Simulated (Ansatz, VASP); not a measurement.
# SiTe2: VASP beside Ansatz, part 2 of 2

Wanted: the spread between two codes on one cell, functional and k mesh. The cell is taken from a series of runs on this material, whose earlier steps may have relaxed, scaled, displaced or heated it; both programs get it as it stands.

VASP 6.6.1 and Ansatz 0.2.0.

So far: Set-up; VASP: zone-centre phonons, PBEsol.

## 3. Ansatz: zone-centre phonons, PBEsol

Level of this step: Ansatz beside VASP: Kohn-Sham DFT, plane waves, PBEsol (Ansatz).

Ansatz runs on its PAW soft_1 files.

The same cell, functional, mesh and smearing now go to Ansatz, which takes its cutoff from its data sets.

Input file input.yaml:

```yaml
crystal:
  lattice:
    - [3.889190126, 0.0, 0.0]
    - [-1.944595063, 3.3681374493, 0.0]
    - [0.0, 0.0, 30.424]
  atoms:
    - { symbol: Si, position: [0.0, 0.0, 0.328687878] }
    - { symbol: Te, position: [0.3333333333, 0.6666666667, 0.3806508528] }
    - { symbol: Te, position: [0.6666666667, 0.3333333333, 0.2767249032] }
  periodic: [true, true, false]
kpoints:
  mp_grid: { grid: [15, 15, 1] }
hamiltonian:
  xc: pbesol
  pseudopotentials: { kind: paw, azcp: { folder: soft_1 }, xc_functional: pbe }
scf:
  occupations: { method: methfessel_paxton, width: 0.2 }
output:
  eigenvalues: true
phonons:
  method: dfpt
```

Run with:

```bash
> ansatz run input.yaml --threads 8 --pin off --max-ram 16384MiB --backend cpu --events-out ev --progress --plain --runs-dir out
```

Numbers of over 12 decimals in the logs are rounded to 6 here.

The log of the run:

```text
Warning: crystal.symmetry: narrowed to the stabiliser of the run's FFT grids — unitary ops 12 → 6. A phonons.method: dfpt run fills in the rows of the dynamical matrix that it does not solve by its symmetry operations, which is exact only for operations that map its FFT grids onto themselves: filled in by any other, the frequencies could depend on the order in which like atoms are typed, or, by more than the grids' own error, on where the crystal sits among the grids' points. Excluded: 6 operations. The run can therefore solve more perturbations, solve them on more k-points, or both, and cost more. [rest of the remark cut]
Engine: ansatz 0.2.0, aarch64-unknown-linux-gnu
Pseudopotentials: kind: paw
Pseudopotential: Si, paw, valence charge 4, recommended cutoff 420 eV (normal), soft_1/Si.paw.azcp
Pseudopotential: Te, paw, valence charge 16, recommended cutoff 420 eV (normal), soft_1/Te.paw.azcp
Functional definition: PBEsol
  exchange = pbesol_x
  correlation = pbesol_c
Crystal: 3 atoms, lattice volume = 398.534 Å³
Basis set: ecut = 420 eV, 7913 PW (Γ), exchange–correlation on 54×54×432 points (8 copies of the dense FFT grid, shifted against one another)
Bands: 22, of which v1, the nominal top of the filled ones, is band 18 counted from 1 (17 counted from 0)
Symmetry: 12 space group operations
k-points: 64 of 225 (irreducible under 2 space group operations, time reversal used)
Non-local potential: Si, projectors of the file, l = 0: 2, l = 1: 2, l = 2: 1
Non-local potential: Te, projectors of the file, l = 0: 2, l = 1: 2, l = 2: 2, l = 3: 1
PAW form: soft (Blöchl's): semilocal exchange-correlation on the pseudo side does not see the compensation charge
PAW frozen core: Si, regenerated for the run's functional, and the local potential with it (the file was generated under x = pbe(κ = 0.804, μ = 0.219515), c = pbe(β = 0.066725))
PAW frozen core: Te, regenerated for the run's functional, and the local potential with it (the file was generated under x = pbe(κ = 0.804, μ = 0.219515), c = pbe(β = 0.066725))
PAW one-centre angular grid: Si, 110 points (default); XC on 64 Gauss nodes
PAW one-centre angular grid: Te, 590 points (default); XC on 64 Gauss nodes
Initial density: superposition of atomic densities (neutral atoms: chi_scale 0, normalization atom)
Initial wavefunctions: pseudopotential atomic-orbital guess
Functional: x = pbesol(κ = 0.804, μ = 0.123457), c = pbesol(β = 0.046)
iter 1 solved again at ethr=1.13e-3 eV; its pass at ethr=3.10e-3 eV (dr2=4.07e-1 eV) is discarded
SCF iter   1: F=—  HF=-14424.547294 eV  |F-HF|=—  |Δ(HF+E_count)|=         —  Δρ=9.33e-3  dr2=4.15e-1  ethr=1.13e-3  ⟨swp⟩=1.7  Hψ=13785  notcnv=0
preconditioner: auto → LDOS  [metal: Δε(μ)=0.036 eV  Ē_g=8.284 eV  σ=0.200 eV  W_gap=0.15  n_scr=16 (ndim 8)  ℏωp=7.4 eV  f_vac=0.749  D(μ)=1.67/eV (n_scr^D=8)  β→1.0]
SCF iter   2: F=—  HF=-14424.468275 eV  |F-HF|=—  |Δ(HF+E_count)|=   7.90e-2  S|Δr|=    0.00e0  Δρ=2.41e-3  dr2=5.62e-2  ethr=1.13e-3  ⟨swp⟩=3.4  Hψ=2745  notcnv=0
SCF iter   3: F=—  HF=-14424.463361 eV  |F-HF|=—  |Δ(HF+E_count)|=   4.91e-3  S|Δr|=    0.00e0  Δρ=1.25e-3  dr2=1.40e-2  ethr=1.56e-4  ⟨swp⟩=3.4  Hψ=3498  notcnv=0
SCF iter   4: F=—  HF=-14424.460339 eV  |F-HF|=—  |Δ(HF+E_count)|=   3.02e-3  S|Δr|=    0.00e0  Δρ=2.65e-4  dr2=7.72e-4  ethr=3.88e-5  ⟨swp⟩=3.3  Hψ=3025  notcnv=0
SCF iter   5: F=—  HF=-14424.460206 eV  |F-HF|=—  |Δ(HF+E_count)|=   1.32e-4  S|Δr|=    0.00e0  Δρ=6.80e-5  dr2=4.11e-5  ethr=2.14e-6  ⟨swp⟩=3.5  Hψ=3183  notcnv=0
SCF iter   6: F=—  HF=-14424.460199 eV  |F-HF|=—  |Δ(HF+E_count)|=   7.16e-6  S|Δr|=    0.00e0  Δρ=1.34e-5  dr2=9.03e-7  ethr=1.14e-7  ⟨swp⟩=3.9  Hψ=3543  notcnv=0
SCF iter   7: F=—  HF=-14424.460241 eV  |F-HF|=—  |Δ(HF+E_count)|=   4.17e-5  S|Δr|=    0.00e0  Δρ=2.07e-6  dr2=1.74e-8  ethr=2.51e-9  ⟨swp⟩=3.0  Hψ=2886  notcnv=0
SCF iter   8: F=—  HF=-14424.460241 eV  |F-HF|=—  |Δ(HF+E_count)|=   7.81e-8  S|Δr|=    0.00e0  Δρ=4.24e-7  dr2=5.97e-10  ethr=4.82e-11  ⟨swp⟩=4.0  Hψ=3579  notcnv=0
SCF iter   9: F=—  HF=-14424.460241 eV  |F-HF|=—  |Δ(HF+E_count)|=   8.32e-9  S|Δr|=    0.00e0  Δρ=5.21e-8  dr2=1.23e-11  ethr=1.66e-12  ⟨swp⟩=2.7  Hψ=2805  notcnv=0
SCF iter  10: F=-14424.460241 eV  HF=-14424.460241 eV  |F-HF|=6.37e-11  |Δ(HF+E_count)|=  4.87e-10  S|Δr|=    0.00e0  Δρ=6.58e-9  dr2=2.85e-13  ethr=1.00e-12  ⟨swp⟩=15.9  Hψ=11504  notcnv=0
SCF 1 converged in 10 iterations: F = -14424.460241 eV  dr2 = 2.85e-13
  greatest PAW one-centre occupation: 0.998 electrons in one spin orbital (limit 2), on the Te atom at site 2 (counted from 0), in its partial waves of l = 2
DFPT response loops at Γ: preconditioner auto → none (partly filled bands, converged f_vac=0.753); β = 0.50; Broyden in place of MSR1
SCF converged after 10 iterations
Stability not checked: this state was not tested for a lower state beside it, because cold or Methfessel-Paxton smearing, or corrected tetrahedra, fill the levels in a way that the test cannot read (fill_not_monotonic; see scf.lower_state_search)
Free energy (F): -14424.460241 eV
Harris-Foulkes:  -14424.460241 eV  (|F-HF|=6.37e-11)
Internal energy: -14424.459695 eV  (E = F + TS)
E sigma→0 (E₀):  -14424.460105 eV
Entropy (-TS):   -0.000546 eV (-0.182 meV/atom)
Fermi energy:    -5.238134 eV
Step filling:    the computed levels leave a gap of 0.0484 eV = 0.2 smearing widths at the electron count; against every level under it full and every level over it empty, smearing changes F+E_penalty+E_count by -0.116 meV and its σ→0 estimate by +0.020 meV
--- Per-component energies (eV) ---
  E_band       = -993.965885
  E_kinetic    = 384.579850
  E_local      = -55199.217852  (includes V_loc(G=0)·N_el)
  E_nonlocal   = 157.385344
  E_hartree    = 27353.452109
  E_xc         = -298.064121
  E_vxc        = -250.424791  (∫ρ·V_xc dr)
  E_paw        = -9684.055523  (= ΣΔE_a)
  E_vpaw       = -793.192936  (= ΣTr[D̂ρ^β])
  E_aug_tail   = 0.000209  (compensation charges beyond the density's cutoff)
  E_ewald      = 22860.679106
  E_core_change = 0.781183  (= ΣΔE_core)
  E_smearing   = -0.000546  (= −TS)
  E_closure    = -0.000000  (closes the sum)
  Σ components = -14424.460241   (vs F -14424.460241, Δ=0.00e0)
--- Band table (eV; the first three rows and the last of 64) ---
  k-point 0: bands = [... 14 lower, -5.8950, -5.8950, -5.3130, -5.3130, -4.1795, -2.5015, -1.9899, -1.9899]
  k-point 1: bands = [... 14 lower, -6.5076, -6.1416, -5.5907, -5.1718, -3.7428, -2.2680, -1.9945, -1.9259]
  k-point 2: bands = [... 14 lower, -6.5658, -6.5133, -6.2329, -5.0600, -3.4128, -2.3132, -1.7143, -1.2481]
  k-point 63: bands = [... 14 lower, -8.8187, -7.9516, -6.8219, -5.7389, -3.9525, -1.9282, -0.6962, -0.2183]
--- Phonons (Γ-DFPT): 6 representative perturbations + reference, on 64 of 225 k-points (Σ response iterations 22) ---
  ASR residual: 2.597e-5 → 0.000e0 eV/Å²; symmetrization residual: 1.024e-5 eV/Å²
  The last average, over the group as it would stand without the narrowing to the FFT grids, took up to 1.406e-6 eV/Å² of the zone centre's force constants
  ASR residual per site (eV/Å²): 2.60e-5 1.37e-5 1.11e-5
  Γ frequencies (cm⁻¹): 0.00 0.00 0.00 74.80 74.80 140.03 189.61 189.61 305.86
  non-analytic LO–TO correction: not included (Born effective charges unavailable; polar crystals: no LO–TO splitting at Γ)
```

Reading the cycles: dr2 is the Hartree energy of the density residual (eV), the measure of convergence; HF is the Harris–Foulkes estimate of the energy, which meets the free energy F at convergence.

## 4. Differences

Known differences besides the potentials themselves: Ansatz cuts the interaction across the vacuum, VASP repeats the sheet without a dipole correction; the data sets hold 36 valence electrons in Ansatz (on its PAW soft_1 files) and 16 in VASP; the cutoff is 420 eV in Ansatz and 500 eV in VASP; Ansatz makes its cores anew for this functional, VASP keeps those of its PBE data sets. Total energies have different zeros and are not compared.

Compared:

```csv
quantity,Ansatz,VASP,difference
optical mode 1 to 2 (cm⁻¹),74.8,75.3,-0.68 %
optical mode 3 (cm⁻¹),140.0,140.6,-0.38 %
optical mode 4 to 5 (cm⁻¹),189.6,192.7,-1.59 %
optical mode 6 (cm⁻¹),305.9,307.6,-0.55 %
```

Modes are paired by rising frequency, not by their patterns, so a pair may set unlike modes beside each other; they are those without the splitting of longitudinal modes. Where the cell holds vacuum, a pressure given here is an average over it and none of the material.

## 5. Results

| Quantity | Value |
| --- | --- |
| r.m.s. difference of the optical zone-centre modes, each program's sorted by frequency (zone-centre phonons, PBEsol) | 1.9 cm⁻¹ |
| difference in optical mode 4 to 5 (zone-centre phonons, PBEsol) | -1.6 % |

**Reading.** The r.m.s. difference of the optical zone-centre modes, each program's sorted by frequency is 1.9 cm⁻¹ (zone-centre phonons, PBEsol). The data sets hold unlike numbers of valence electrons (36 in Ansatz and 16 in VASP), so part of the differences may come from the potentials. Among the rows given in per cent, the largest difference of the zone-centre phonons, PBEsol pair is in optical mode 4 to 5, -1.6 %. How closely two codes agree says nothing of how well the functional describes the real material.

[Lines on the potential files, build, host, timing and source positions are cut from VASP's logs without a mark.]

[Logs are printed without paths, hosts, clocks, repeated set-up lines and the standing remarks that a program may print on its own settings, such as how far it seeks lower states.]

[Hosts, paths, dates, database ids (printed as entryN), source tags and the programs' standing remarks are cut or masked in the printed files.]
